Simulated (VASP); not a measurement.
**Pt (relaxed from the diamond structure, space group Fd-3m): computed properties**

Computed with r2SCAN meta-GGA, VASP's PBE PAW potentials (set 64) (plane waves; VASP).

| Property | Result |
|---|---|
| space group | Fd-3m (227) |
| cell | a = 5.717 Å, b = 5.717 Å, c = 5.717 Å, α = 90.00°, β = 90.00°, γ = 90.00° |
| volume per atom | 23.35 Å^3/atom |
| band gap (over mesh and band path) | none (metal, semimetal or under 0.01 eV) |
| density | 13.87 g/cm³ |

Pt is modelled in the cubic space group Fd-3m, origin choice 1 (No. 227), the diamond structure, Pearson symbol cF8. Lattice parameters: a = 5.7166 Å, b = 5.7166 Å, c = 5.7166 Å, α = 90.00°, β = 90.00°, γ = 90.00°. Pt on 8a is coordinated by 4 Pt at 2.475 Å (tetrahedral). (Neighbours: up to the widest gap in distance over summed covalent radii, below 1.35, at either atom.)
(The calculation used a cell of 2 atoms; values per cell refer to that cell.)

Unless said otherwise, spin-orbit coupling is left out, though it shifts the bands of the heavy elements here.

The structure was generated: Pt was put into the diamond type (Fd-3m), which need not be its known phase. It was relaxed first, which changed the volume by +15 %. Symmetry was kept, so distortions that lower it aren't found.
